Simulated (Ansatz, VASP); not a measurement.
# Cross-check of Cs2LiYCl6 between VASP and Ansatz, part 2 of 2

Aim: how closely do two programs agree when they are given the same cell, functional and k mesh?

VASP 6.6.1 and Ansatz 0.2.0.

So far. Step 2 (VASP: single point, LDA): The run ends at a pressure of -0.05 GPa, with forces up to 0.034 eV/Å.

## Step 3: Ansatz: single point, LDA

Level of this step: Ansatz beside VASP: Kohn-Sham DFT, plane waves, LDA (Ansatz).

Ansatz runs on its default PAW (the set named soft_2) files.

The same cell, functional (in two slightly different forms), mesh and smearing now go to Ansatz, which takes its cutoff from its data sets.

Contents of input.yaml:

```yaml
crystal:
  lattice:
    - [0.0, 10.1317993904, 10.1317993904]
    - [10.1317993904, 0.0, 10.1317993904]
    - [10.1317993904, 10.1317993904, 0.0]
  atoms:
    - { symbol: Cs, position: [0.375, 0.375, 0.375] }
    - { symbol: Cs, position: [0.375, 0.375, 0.875] }
    - { symbol: Cs, position: [0.375, 0.875, 0.375] }
    - { symbol: Cs, position: [0.375, 0.875, 0.875] }
    - { symbol: Cs, position: [0.875, 0.375, 0.375] }
    - { symbol: Cs, position: [0.875, 0.375, 0.875] }
    - { symbol: Cs, position: [0.875, 0.875, 0.375] }
    - { symbol: Cs, position: [0.875, 0.875, 0.875] }
    - { symbol: Cs, position: [0.125, 0.125, 0.125] }
    - { symbol: Cs, position: [0.125, 0.125, 0.625] }
    - { symbol: Cs, position: [0.125, 0.625, 0.125] }
    - { symbol: Cs, position: [0.125, 0.625, 0.625] }
    - { symbol: Cs, position: [0.625, 0.125, 0.125] }
    - { symbol: Cs, position: [0.625, 0.125, 0.625] }
    - { symbol: Cs, position: [0.625, 0.625, 0.125] }
    - { symbol: Cs, position: [0.625, 0.625, 0.625] }
    - { symbol: "Y", position: [0.0, 0.0, 0.0] }
    - { symbol: "Y", position: [0.0, 0.0, 0.5] }
    - { symbol: "Y", position: [0.0, 0.5, 0.0] }
    - { symbol: "Y", position: [0.0, 0.5, 0.5] }
    - { symbol: "Y", position: [0.5, 0.0, 0.0] }
    - { symbol: "Y", position: [0.5, 0.0, 0.5] }
    - { symbol: "Y", position: [0.5, 0.5, 0.0] }
    - { symbol: "Y", position: [0.5, 0.5, 0.5] }
    - { symbol: Cl, position: [0.3725490508, 0.3725490508, 0.1274509492] }
    - { symbol: Cl, position: [0.3725490508, 0.3725490508, 0.6274509492] }
    - { symbol: Cl, position: [0.3725490508, 0.8725490508, 0.1274509492] }
    - { symbol: Cl, position: [0.3725490508, 0.8725490508, 0.6274509492] }
    - { symbol: Cl, position: [0.8725490508, 0.3725490508, 0.1274509492] }
    - { symbol: Cl, position: [0.8725490508, 0.3725490508, 0.6274509492] }
    - { symbol: Cl, position: [0.8725490508, 0.8725490508, 0.1274509492] }
    - { symbol: Cl, position: [0.8725490508, 0.8725490508, 0.6274509492] }
    - { symbol: Cl, position: [0.1274509492, 0.1274509492, 0.3725490508] }
    - { symbol: Cl, position: [0.1274509492, 0.1274509492, 0.8725490508] }
    - { symbol: Cl, position: [0.1274509492, 0.6274509492, 0.3725490508] }
    - { symbol: Cl, position: [0.1274509492, 0.6274509492, 0.8725490508] }
    - { symbol: Cl, position: [0.6274509492, 0.1274509492, 0.3725490508] }
    - { symbol: Cl, position: [0.6274509492, 0.1274509492, 0.8725490508] }
    - { symbol: Cl, position: [0.6274509492, 0.6274509492, 0.3725490508] }
    - { symbol: Cl, position: [0.6274509492, 0.6274509492, 0.8725490508] }
    - { symbol: Cl, position: [0.3725490508, 0.1274509492, 0.3725490508] }
    - { symbol: Cl, position: [0.3725490508, 0.1274509492, 0.8725490508] }
    - { symbol: Cl, position: [0.3725490508, 0.6274509492, 0.3725490508] }
    - { symbol: Cl, position: [0.3725490508, 0.6274509492, 0.8725490508] }
    - { symbol: Cl, position: [0.8725490508, 0.1274509492, 0.3725490508] }
    - { symbol: Cl, position: [0.8725490508, 0.1274509492, 0.8725490508] }
    - { symbol: Cl, position: [0.8725490508, 0.6274509492, 0.3725490508] }
    - { symbol: Cl, position: [0.8725490508, 0.6274509492, 0.8725490508] }
    - { symbol: Cl, position: [0.1274509492, 0.3725490508, 0.3725490508] }
    - { symbol: Cl, position: [0.1274509492, 0.3725490508, 0.8725490508] }
    - { symbol: Cl, position: [0.1274509492, 0.8725490508, 0.3725490508] }
    - { symbol: Cl, position: [0.1274509492, 0.8725490508, 0.8725490508] }
    - { symbol: Cl, position: [0.6274509492, 0.3725490508, 0.3725490508] }
    - { symbol: Cl, position: [0.6274509492, 0.3725490508, 0.8725490508] }
    - { symbol: Cl, position: [0.6274509492, 0.8725490508, 0.3725490508] }
    - { symbol: Cl, position: [0.6274509492, 0.8725490508, 0.8725490508] }
    - { symbol: Cl, position: [0.1274509492, 0.3725490508, 0.1274509492] }
    - { symbol: Cl, position: [0.1274509492, 0.3725490508, 0.6274509492] }
    - { symbol: Cl, position: [0.1274509492, 0.8725490508, 0.1274509492] }
    - { symbol: Cl, position: [0.1274509492, 0.8725490508, 0.6274509492] }
    - { symbol: Cl, position: [0.6274509492, 0.3725490508, 0.1274509492] }
    - { symbol: Cl, position: [0.6274509492, 0.3725490508, 0.6274509492] }
    - { symbol: Cl, position: [0.6274509492, 0.8725490508, 0.1274509492] }
    - { symbol: Cl, position: [0.6274509492, 0.8725490508, 0.6274509492] }
    - { symbol: Cl, position: [0.3725490508, 0.1274509492, 0.1274509492] }
    - { symbol: Cl, position: [0.3725490508, 0.1274509492, 0.6274509492] }
    - { symbol: Cl, position: [0.3725490508, 0.6274509492, 0.1274509492] }
    - { symbol: Cl, position: [0.3725490508, 0.6274509492, 0.6274509492] }
    - { symbol: Cl, position: [0.8725490508, 0.1274509492, 0.1274509492] }
    - { symbol: Cl, position: [0.8725490508, 0.1274509492, 0.6274509492] }
    - { symbol: Cl, position: [0.8725490508, 0.6274509492, 0.1274509492] }
    - { symbol: Cl, position: [0.8725490508, 0.6274509492, 0.6274509492] }
    - { symbol: Li, position: [0.25, 0.25, 0.25] }
    - { symbol: Li, position: [0.25, 0.25, 0.75] }
    - { symbol: Li, position: [0.25, 0.75, 0.25] }
    - { symbol: Li, position: [0.25, 0.75, 0.75] }
    - { symbol: Li, position: [0.75, 0.25, 0.25] }
    - { symbol: Li, position: [0.75, 0.25, 0.75] }
    - { symbol: Li, position: [0.75, 0.75, 0.25] }
    - { symbol: Li, position: [0.75, 0.75, 0.75] }
hamiltonian:
  xc: lda
  pseudopotentials: { kind: paw }
kpoints:
  mp_grid: { grid: [1, 1, 1] }
scf:
  occupations: { method: gaussian, width: 0.05 }
  n_extra_bands: 24
output:
  forces: true
  stress: true
  eigenvalues: true
```

The run is started by

```bash
ansatz run input.yaml --threads 16 --pin off --max-ram 36864MiB --backend cpu --events-out ev --progress --plain --runs-dir out
```

Numbers of over 12 decimals in the logs are rounded to 6 here.

Log:

```text
scf.n_extra_bands = 24 over 296 filled bands (N_el = 592.0): the run solves 320 bands
Engine: ansatz 0.2.0, aarch64-unknown-linux-gnu
Pseudopotentials: kind: paw
Pseudopotential: Cs, paw, valence charge 9, recommended cutoff 420 eV (normal), Cs.paw.azcp
Pseudopotential: Y, paw, valence charge 11, recommended cutoff 420 eV (normal), Y.paw.azcp
Pseudopotential: Cl, paw, valence charge 7, recommended cutoff 420 eV (normal), Cl.paw.azcp
Pseudopotential: Li, paw, valence charge 3, recommended cutoff 420 eV (normal), Li.paw.azcp
Functional definition: SPW92
  exchange = slater_x
  correlation = pw_c
Crystal: 80 atoms, lattice volume = 2080.126 Å³
Basis set: ecut = 420 eV, 40677 PW (Γ)
Bands: 320, of which v1, the nominal top of the filled ones, is band 296 counted from 1 (295 counted from 0)
Symmetry: 384 space group operations
Space group: Fm-3m (ITA 225), of the structure as read, at distance tolerance 1.3e-4 Å
k-points: 1
Non-local potential: Cs, projectors of the file, l = 0: 3, l = 1: 2, l = 2: 2, l = 3: 2
Non-local potential: Y, projectors of the file, l = 0: 3, l = 1: 2, l = 2: 2, l = 3: 1
Non-local potential: Cl, projectors of the file, l = 0: 2, l = 1: 2, l = 2: 2
Non-local potential: Li, projectors of the file, l = 0: 3, l = 1: 2, l = 2: 1
PAW form: soft (Blöchl's): semilocal exchange-correlation on the pseudo side does not see the compensation charge
PAW frozen core: Cs, regenerated for the run's functional, and the local potential with it (the file was generated under x = pbe(κ = 0.804, μ = 0.219515), c = pbe(β = 0.066725))
PAW frozen core: Y, regenerated for the run's functional, and the local potential with it (the file was generated under x = pbe(κ = 0.804, μ = 0.219515), c = pbe(β = 0.066725))
PAW frozen core: Cl, regenerated for the run's functional, and the local potential with it (the file was generated under x = pbe(κ = 0.804, μ = 0.219515), c = pbe(β = 0.066725))
PAW one-centre angular grid: Cs, 194 points (default); XC on 64 Gauss nodes
PAW one-centre angular grid: Y, 590 points (default); XC on 64 Gauss nodes
PAW one-centre angular grid: Cl, 110 points (default); XC on 64 Gauss nodes
PAW one-centre angular grid: Li, 110 points (default); XC on 64 Gauss nodes
Initial density: superposition of atomic densities (neutral atoms: chi_scale 0, normalization atom), corrected by the library's trained network
Initial wavefunctions: pseudopotential atomic-orbital guess
Functional: x = slater, c = lda
SCF iter   1: F=—  HF=-169945.341276 eV  |F-HF|=—  |Δ(HF+E_count)|=         —  Δρ=6.00e-3  dr2=7.70e-1  ethr=1.77e-3  ⟨swp⟩=6.0  Hψ=1258  notcnv=0
preconditioner: auto → Resta (q_TF=auto, 2.213 Å⁻¹)  ε∞=4.6  [insulator: Δε(μ)=4.534 eV  Ē_g=9.426 eV  σ=0.050 eV  W_gap=1.00  n_scr=338 (ndim 8)  ℏωp=17.8 eV  f_vac=0.012  D(μ)=0.00/eV (n_scr^D=0)  ε∞_Penn≈4.6]
SCF iter   2: F=—  HF=-169945.132432 eV  |F-HF|=—  |Δ(HF+E_count)|=   2.09e-1  Δρ=3.05e-3  dr2=1.46e-1  ethr=1.30e-4  ⟨swp⟩=2.0  Hψ=697  notcnv=0  defer=18
SCF iter   3: F=—  HF=-169945.090209 eV  |F-HF|=—  |Δ(HF+E_count)|=   4.22e-2  Δρ=6.43e-4  dr2=7.97e-3  ethr=2.46e-5  ⟨swp⟩=2.0  Hψ=544  notcnv=0  defer=18
SCF iter   4: F=—  HF=-169945.089217 eV  |F-HF|=—  |Δ(HF+E_count)|=   9.92e-4  Δρ=9.68e-5  dr2=2.84e-4  ethr=1.35e-6  ⟨swp⟩=2.0  Hψ=539  notcnv=0  defer=18
SCF iter   5: F=—  HF=-169945.089487 eV  |F-HF|=—  |Δ(HF+E_count)|=   2.69e-4  Δρ=2.21e-5  dr2=2.09e-5  ethr=4.80e-8  ⟨swp⟩=3.0  Hψ=614  notcnv=0  defer=18
SCF iter   6: F=—  HF=-169945.089727 eV  |F-HF|=—  |Δ(HF+E_count)|=   2.40e-4  Δρ=5.51e-6  dr2=1.26e-6  ethr=3.53e-9  ⟨swp⟩=2.0  Hψ=418  notcnv=0  defer=18
SCF iter   7: F=-169945.089727 eV  HF=-169945.089727 eV  |F-HF|=1.83e-8  |Δ(HF+E_count)|=   1.47e-7  Δρ=1.37e-6  dr2=5.84e-8  ethr=1.69e-11  ⟨swp⟩=10.0  Hψ=1577  notcnv=0
SCF 1 converged in 7 iterations: F = -169945.089727 eV  dr2 = 5.84e-8
  greatest PAW one-centre occupation: 1.000 electrons in one spin orbital (limit 2), on the Li atom at site 79 (counted from 0), in its partial waves of l = 0
SCF converged after 7 iterations
Free energy (F): -169945.089727 eV
Harris-Foulkes:  -169945.089727 eV  (|F-HF|=1.83e-8)
Internal energy: -169945.089727 eV  (E = F + TS)
E sigma→0 (E₀):  -169945.089727 eV
Fermi energy:    5.562051 eV
--- Per-component energies (eV) ---
  E_band       = -3130.597956
  E_kinetic    = 12686.018806
  E_local      = -21440.182584  (includes V_loc(G=0)·N_el)
  E_nonlocal   = 2137.600951
  E_hartree    = 6961.836407
  E_xc         = -9348.121851
  E_vxc        = -9607.749890  (∫ρ·V_xc dr)
  E_paw        = -130403.021510  (= ΣΔE_a)
  E_vpaw       = -829.953561  (= ΣTr[D̂ρ^β])
  E_aug_tail   = 0.004880  (compensation charges beyond the density's cutoff)
  E_ewald      = -30555.334015
  E_core_change = 16.109190  (= ΣΔE_core)
  E_smearing   = -0.000000  (= −TS)
  E_closure    = -0.000000  (closes the sum)
  Σ components = -169945.089727   (vs F -169945.089727, Δ=0.00e0)
--- Forces (eV/Å), atoms counted from 1 ---
  atom   1  Cs     0.00000000     0.00000000    -0.00000000
  atom   2  Cs     0.00000000     0.00000000     0.00000000
  atom   3  Cs     0.00000000    -0.00000000     0.00000000
  atom   4  Cs     0.00000000     0.00000000     0.00000000
  atom   5  Cs    -0.00000000     0.00000000     0.00000000
  atom   6  Cs    -0.00000000     0.00000000     0.00000000
  atom   7  Cs    -0.00000000    -0.00000000     0.00000000
  atom   8  Cs    -0.00000000     0.00000000    -0.00000000
  atom   9  Cs    -0.00000000     0.00000000    -0.00000000
  atom  10  Cs    -0.00000000     0.00000000    -0.00000000
  atom  11  Cs    -0.00000000     0.00000000    -0.00000000
  atom  12  Cs    -0.00000000     0.00000000    -0.00000000
  atom  13  Cs    -0.00000000    -0.00000000     0.00000000
  atom  14  Cs    -0.00000000    -0.00000000    -0.00000000
  atom  15  Cs    -0.00000000    -0.00000000    -0.00000000
  atom  16  Cs    -0.00000000    -0.00000000    -0.00000000
  atom  17  Y     -0.00000000     0.00000000    -0.00000000
  atom  18  Y     -0.00000000     0.00000000     0.00000000
  atom  19  Y     -0.00000000     0.00000000     0.00000000
  atom  20  Y     -0.00000000     0.00000000     0.00000000
  atom  21  Y     -0.00000000     0.00000000     0.00000000
  atom  22  Y     -0.00000000     0.00000000     0.00000000
  atom  23  Y     -0.00000000     0.00000000     0.00000000
  atom  24  Y     -0.00000000     0.00000000     0.00000000
[...]
atom  73  Li     0.00000000     0.00000000     0.00000000
  atom  74  Li     0.00000000     0.00000000    -0.00000000
  atom  75  Li     0.00000000     0.00000000    -0.00000000
  atom  76  Li     0.00000000     0.00000000     0.00000000
  atom  77  Li     0.00000000     0.00000000    -0.00000000
  atom  78  Li     0.00000000     0.00000000    -0.00000000
  atom  79  Li     0.00000000     0.00000000     0.00000000
  atom  80  Li     0.00000000     0.00000000     0.00000000
  max |Σ_I F_I| component: 3.33e-16 eV/Å
--- Stress (GPa, compression-positive) ---
        0.171671       0.000000      -0.000000
       -0.000000       0.171671       0.000000
       -0.000000       0.000000       0.171671
  P = ⅓ Tr σ = 0.1717 GPa (1.717 kbar)
--- Band table (eV) ---
  k-point 0: bands = [... 292 lower, 3.2020, 3.2253, 3.2253, 3.2253, 7.8988, 7.8988, 7.8988, 8.0769, ... 20 higher]
```

Run time: 6.6 s. Hardware: 16 threads of Arm Neoverse V1, shared host; peak memory 2.3 GiB; 81 s of CPU time.

The run ends at a pressure of 0.17 GPa, with forces up to 0.032 eV/Å.

## Step 4: Side by side

Known differences besides the potentials themselves: the two LDA forms differ slightly; the data sets hold 592 valence electrons in Ansatz (default PAW (the set named soft_2) files) and 576 in VASP; the cutoff is 420 eV in Ansatz and 300 eV in VASP (PREC = Normal, projectors in real space); VASP's log shows a relativistic correction to its local exchange, Ansatz's none. Total energies have different zeros and are not compared.

Both answers:

```csv
quantity,Ansatz,VASP,difference
pressure (GPa),0.17,-0.05,+0.23
gap on the k mesh (eV),4.673,4.674,-0.001
```

A gap on the mesh is an upper bound, since the band edges may lie between its points. VASP's last cycles still show a density residual of 2e-02, so its state may not be settled.

## Step 5: Outcome

```
difference in gap on the k mesh (single point, LDA) : -7.5e-4 eV
```

In words: The difference in gap on the k mesh is -7.5e-4 eV (single point, LDA), within the 0.08 eV picked in this series as the mark of a large difference. How closely two codes agree says nothing of how well the functional describes the real material.

[Lines on the potential files, build, host, timing and source positions are cut from VASP's logs without a mark.]

[Logs are printed without paths, hosts, clocks, repeated set-up lines and the standing remarks that a program may print on its own settings, such as how far it seeks lower states.]

[Hosts, paths, dates, database ids (printed as entryN), source tags and the programs' standing remarks are cut or masked in the printed files.]
